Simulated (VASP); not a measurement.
VASP input:

File KPOINTS:
```
Automatic mesh
0
Gamma
8 8 8
0 0 0
```

INCAR:
```
SYSTEM = LiCl
PREC = Accurate
ENCUT = 520
EDIFF = 1E-6
NELM = 100
ALGO = Normal
LREAL = .FALSE.
LASPH = .TRUE.
ISMEAR = 0
SIGMA = 0.05
GGA = PE
IVDW = 12
LWAVE = .FALSE.
LCHARG = .FALSE.
IBRION = 2
ISIF = 3
NSW = 60
EDIFFG = -0.01
```

**POSCAR**
```
LiCl
1.0
  0.0000000000   2.5177683522   2.5177683522
  2.5177683522   0.0000000000   2.5177683522
  2.5177683522   2.5177683522   0.0000000000
Li Cl
1 1
Cartesian
  0.0000000000   0.0000000000   0.0000000000
  2.5177683522   2.5177683522   2.5177683522
```

POTCAR, in this order: Li_sv Cl (PBE.64 set). Program: vasp_std.

Translate this PBE-D3(BJ) calculation to Ansatz.

One equivalent input (not run):
Ansatz 0.2 input:
```yaml
crystal:
  lattice:
    - [0.0000000, 2.5177684, 2.5177684]
    - [2.5177684, 0.0000000, 2.5177684]
    - [2.5177684, 2.5177684, 0.0000000]
  atoms:
    - { symbol: Li, position: [0.0000000, 0.0000000, 0.0000000] }
    - { symbol: Cl, position: [0.5000000, 0.5000000, 0.5000000] }
kpoints:
  mp_grid: { grid: [8, 8, 8] }
hamiltonian:
  xc: pbe
  dispersion: d3bj
  pseudopotentials: { kind: paw }
scf:
  occupations: { method: gaussian, width: 0.05 }
  max_iter: 100
relax:
  max_steps: 60
  f_tol: 0.01
  cell: {}
output: { forces: true, stress: true, eigenvalues: true }
```
The two are equivalent in intent, not identical: each code has its own PAW files, so the cut-off isn't converted (ENCUT is set for VASP's; basis.ecutwfc is left out, and Ansatz then takes the one that its files recommend); Ansatz stops its SCF on the density residual and VASP on the energy change (EDIFF).

The compound is LiCl in the rock salt structure. This run relaxes it. Symmetry was kept, so distortions that lower it aren't found. The start is the result of an earlier pass.
